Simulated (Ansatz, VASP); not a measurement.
# TiB2: VASP beside Ansatz, part 2 of 2

Aim: how closely do two programs agree when they are given the same cell, functional and k mesh? The cell is taken from a series of runs on this material, whose earlier steps may have relaxed, scaled, displaced or heated it; both programs get it as it stands.

VASP 6.6.1 and Ansatz 0.2.0.

So far: Set-up; VASP: zone-centre phonons, LDA.

## 3. Ansatz: zone-centre phonons, LDA

Level of this step: Ansatz beside VASP: Kohn-Sham DFT, plane waves, LDA (Ansatz).

Ansatz runs on its PAW soft_1 files.

The same cell, functional (in two slightly different forms), mesh and smearing now go to Ansatz, which takes its cutoff from its data sets.

Input file input.yaml:

```yaml
crystal:
  lattice:
    - [2.9848049635, 0.0, 0.0]
    - [-1.4924024818, 2.5849169237, 0.0]
    - [0.0, 0.0, 3.1468725898]
  atoms:
    - { symbol: B, position: [0.3333333333, 0.6666666667, 0.5] }
    - { symbol: B, position: [0.6666666667, 0.3333333333, 0.5] }
    - { symbol: Ti, position: [0.0, 0.0, 0.0] }
kpoints:
  mp_grid: { grid: [18, 18, 16] }
hamiltonian:
  xc: lda
  pseudopotentials: { kind: paw, azcp: { folder: soft_1 }, xc_functional: pbe }
scf:
  occupations: { method: methfessel_paxton, width: 0.2 }
output:
  eigenvalues: true
phonons:
  method: dfpt
```

Run with:

```
> ansatz run input.yaml --threads 4 --pin off --max-ram 10240MiB --backend cpu --events-out ev --progress --plain --runs-dir out
```

Numbers of over 12 decimals in the logs are rounded to 6 here.

The program printed:

```text
zone centre: on kpoints.mp_grid the ground state, and the responses unless they are solved on pairs of k-points, stand on 819 of the mesh's 5184 k-points, reduced under 4 symmetry operations, with k and −k counted as one. Each operation leaves every solved displacement unchanged or reverses it
Engine: ansatz 0.2.0, x86_64-unknown-linux-gnu
Pseudopotentials: kind: paw
Pseudopotential: B, paw, valence charge 3, recommended cutoff 420 eV (normal), soft_1/B.paw.azcp
Pseudopotential: Ti, paw, valence charge 12, recommended cutoff 420 eV (normal), soft_1/Ti.paw.azcp
Functional definition: SPW92
  exchange = slater_x
  correlation = pw_c
Crystal: 3 atoms, lattice volume = 24.280 Å³
Basis set: ecut = 420 eV, 455 PW (Γ), exchange–correlation on 40×40×48 points (8 copies of the dense FFT grid, shifted against one another)
Bands: 13, of which v1, the nominal top of the filled ones, is band 9 counted from 1 (8 counted from 0)
Symmetry: 24 space group operations
k-points: 819 of 5184 (irreducible under 4 space group operations, time reversal used)
Non-local potential: B, projectors of the file, l = 0: 2, l = 1: 2, l = 2: 1
Non-local potential: Ti, projectors of the file, l = 0: 3, l = 1: 2, l = 2: 3, l = 3: 1
PAW form: soft (Blöchl's): semilocal exchange-correlation on the pseudo side does not see the compensation charge
PAW frozen core: B, regenerated for the run's functional, and the local potential with it (the file was generated under x = pbe(κ = 0.804, μ = 0.219515), c = pbe(β = 0.066725))
PAW frozen core: Ti, regenerated for the run's functional, and the local potential with it (the file was generated under x = pbe(κ = 0.804, μ = 0.219515), c = pbe(β = 0.066725))
PAW one-centre angular grid: B, 110 points (default); XC on 64 Gauss nodes
PAW one-centre angular grid: Ti, 590 points (default); XC on 64 Gauss nodes
Initial density: superposition of atomic densities (chi_scale 0.1, normalization cell, long waves kept (reshape's long-wave potential 0.00 eV rms))
Initial wavefunctions: pseudopotential atomic-orbital guess
Functional: x = slater, c = lda
SCF iter   1: F=—  HF=-2754.566612 eV  |F-HF|=—  |Δ(HF+E_count)|=         —  Δρ=1.13e-1  dr2=4.85e0  ethr=3.10e-3  ⟨swp⟩=4.3  Hψ=50500  notcnv=0
preconditioner: auto → none  [metal: Δε(μ)=0.005 eV  Ē_g=9.743 eV  σ=0.200 eV  W_gap=0.02  n_scr=8 (ndim 8)  ℏωp=23.8 eV  f_vac=0.000  D(μ)=0.40/eV (n_scr^D=0)  sad-step TF]
SCF iter   2: F=—  HF=-2753.903364 eV  |F-HF|=—  |Δ(HF+E_count)|=   6.63e-1  S|Δr|=    0.00e0  Δρ=7.55e-2  dr2=2.32e0  ethr=3.10e-3  ⟨swp⟩=2.0  Hψ=20349  notcnv=0
SCF iter   3: F=—  HF=-2753.314666 eV  |F-HF|=—  |Δ(HF+E_count)|=   5.89e-1  S|Δr|=    0.00e0  Δρ=9.14e-3  dr2=2.34e-2  ethr=3.10e-3  ⟨swp⟩=3.1  Hψ=20742  notcnv=0
SCF iter   4: F=—  HF=-2753.312223 eV  |F-HF|=—  |Δ(HF+E_count)|=   2.44e-3  S|Δr|=    0.00e0  Δρ=1.05e-3  dr2=3.09e-4  ethr=1.30e-4  ⟨swp⟩=2.0  Hψ=19090  notcnv=0
SCF iter   5: F=—  HF=-2753.312228 eV  |F-HF|=—  |Δ(HF+E_count)|=   5.17e-6  S|Δr|=    0.00e0  Δρ=3.45e-4  dr2=4.74e-5  ethr=1.72e-6  ⟨swp⟩=2.0  Hψ=14677  notcnv=0
SCF iter   6: F=—  HF=-2753.312218 eV  |F-HF|=—  |Δ(HF+E_count)|=   9.18e-6  S|Δr|=    0.00e0  Δρ=7.50e-5  dr2=1.49e-6  ethr=2.63e-7  ⟨swp⟩=2.4  Hψ=15051  notcnv=0
SCF iter   7: F=—  HF=-2753.312220 eV  |F-HF|=—  |Δ(HF+E_count)|=   1.09e-6  S|Δr|=    0.00e0  Δρ=4.64e-6  dr2=4.98e-9  ethr=8.28e-9  ⟨swp⟩=2.8  Hψ=16781  notcnv=0
SCF iter   8: F=—  HF=-2753.312220 eV  |F-HF|=—  |Δ(HF+E_count)|=   2.53e-9  S|Δr|=    0.00e0  Δρ=9.15e-7  dr2=2.25e-10  ethr=2.77e-11  ⟨swp⟩=2.1  Hψ=14937  notcnv=0
SCF iter   9: F=-2753.312220 eV  HF=-2753.312220 eV  |F-HF|=8.19e-12  |Δ(HF+E_count)|=  5.68e-11  S|Δr|=    0.00e0  Δρ=1.77e-7  dr2=9.36e-12  ethr=1.00e-12  ⟨swp⟩=3.7  Hψ=45461  notcnv=0
SCF 1 converged in 9 iterations: F = -2753.312220 eV  dr2 = 9.36e-12
  greatest PAW one-centre occupation: 0.998 electrons in one spin orbital (limit 2), on the Ti atom at site 2 (counted from 0), in its partial waves of l = 0
DFPT response loops at Γ: preconditioner auto → Kerker (q_TF=auto, 2.596 Å⁻¹) (partly filled bands, converged f_vac=0.000); β = 1.00, the filter's whole step (`scf.mixing.beta` (0.50) is not read by the response loops under this deck's `scf.mixing.preconditioner`; to damp them name `kerker` or `kerker_dos`, under which they read `scf.mixing.beta`, and type it under 1.00, their step now; both keys bind the ground state too); Broyden in place of MSR1
SCF converged after 9 iterations
Stability not checked: this state was not tested for a lower state beside it, because cold or Methfessel-Paxton smearing, or corrected tetrahedra, fill the levels in a way that the test cannot read (fill_not_monotonic; see scf.lower_state_search)
Free energy (F): -2753.312220 eV
Harris-Foulkes:  -2753.312220 eV  (|F-HF|=8.19e-12)
Internal energy: -2753.312679 eV  (E = F + TS)
E sigma→0 (E₀):  -2753.312335 eV
Entropy (-TS):   0.000460 eV (0.153 meV/atom)
Fermi energy:    15.734451 eV
--- Per-component energies (eV) ---
  E_band       = -80.805300
  E_kinetic    = 388.039169
  E_local      = -814.506273  (includes V_loc(G=0)·N_el)
  E_nonlocal   = 81.577098
  E_hartree    = 336.389135
  E_xc         = -184.676006
  E_vxc        = -227.637759  (∫ρ·V_xc dr)
  E_paw        = -1138.484828  (= ΣΔE_a)
  E_vpaw       = -181.055842  (= ΣTr[D̂ρ^β])
  E_aug_tail   = -0.000066  (compensation charges beyond the density's cutoff)
  E_ewald      = -1422.068527
  E_core_change = 0.417619  (= ΣΔE_core)
  E_smearing   = 0.000460  (= −TS)
  E_closure    = 0.000000  (closes the sum)
  Σ components = -2753.312220   (vs F -2753.312220, Δ=0.00e0)
--- Band table (eV; the first three rows and the last of 819) ---
  k-point 0: bands = [... 5 lower, 12.9118, 12.9118, 13.4760, 13.5475, 17.7533, 17.7533, 19.6719, 19.6719]
  k-point 1: bands = [... 5 lower, 12.7110, 12.9559, 12.9559, 14.2603, 17.5938, 17.5938, 19.5714, 19.5714]
  k-point 2: bands = [... 5 lower, 11.8710, 13.0877, 13.0877, 14.9549, 17.2099, 17.2099, 19.2826, 19.2826]
  k-point 818: bands = [... 5 lower, 8.4760, 10.3429, 11.6079, 12.8490, 18.3681, 19.1043, 19.8526, 20.6779]
--- Phonons (Γ-DFPT): 4 representative perturbations + reference, on 819 of 5184 k-points (Σ response iterations 12) ---
  k mesh reduced under 4 symmetry operations, with k and −k counted as one. Each operation leaves every solved displacement unchanged or reverses it
  ASR residual: 8.660e-5 → 0.000e0 eV/Å²; symmetrization residual: 4.434e-7 eV/Å²
  ASR residual per site (eV/Å²): 3.46e-6 3.46e-6 8.66e-5
  Γ frequencies (cm⁻¹): 0.00 0.00 0.00 542.89 542.89 551.01 576.66 927.76 927.76
  non-analytic LO–TO correction: not included (Born effective charges unavailable; polar crystals: no LO–TO splitting at Γ)
```

The column dr2 measures how far the density is from self-consistency, as an energy; F and HF (Harris–Foulkes) agree once it is small.

## 4. Comparison

Known differences besides the potentials themselves: the cutoff is 420 eV in Ansatz and 500 eV in VASP; VASP's log shows a relativistic correction to its local exchange, Ansatz's none. Total energies have different zeros and are not compared.

Both answers:

| quantity | Ansatz | VASP | difference |
| --- | --- | --- | --- |
| optical mode 1 to 2 (cm⁻¹) | 542.9 | 543.0 | -0.02 % |
| optical mode 3 (cm⁻¹) | 551.0 | 551.8 | -0.14 % |
| optical mode 4 (cm⁻¹) | 576.7 | 577.8 | -0.19 % |
| optical mode 5 to 6 (cm⁻¹) | 927.8 | 928.7 | -0.10 % |

Modes are paired by rising frequency, not by their patterns, so a pair may set unlike modes beside each other; they are those without the splitting of longitudinal modes.

## 5. Results

```json
{
 "r.m.s. difference of the optical zone-centre modes, each program's sorted by frequency (zone-centre phonons, LDA)": "0.77 cm⁻¹"
}
```

In words: The r.m.s. difference of the optical zone-centre modes, each program's sorted by frequency is 0.77 cm⁻¹ (zone-centre phonons, LDA). Such differences can come from data sets, numerical settings and the points named under the comparisons, not from the functional's error against experiment.

[Lines on the potential files, build, host, timing and source positions are cut from VASP's logs without a mark.]

[Logs are printed without paths, hosts, clocks, repeated set-up lines and the standing remarks that a program may print on its own settings, such as how far it seeks lower states.]

[Hosts, paths, dates, database ids (printed as entryN), source tags and the programs' standing remarks are cut or masked in the printed files.]
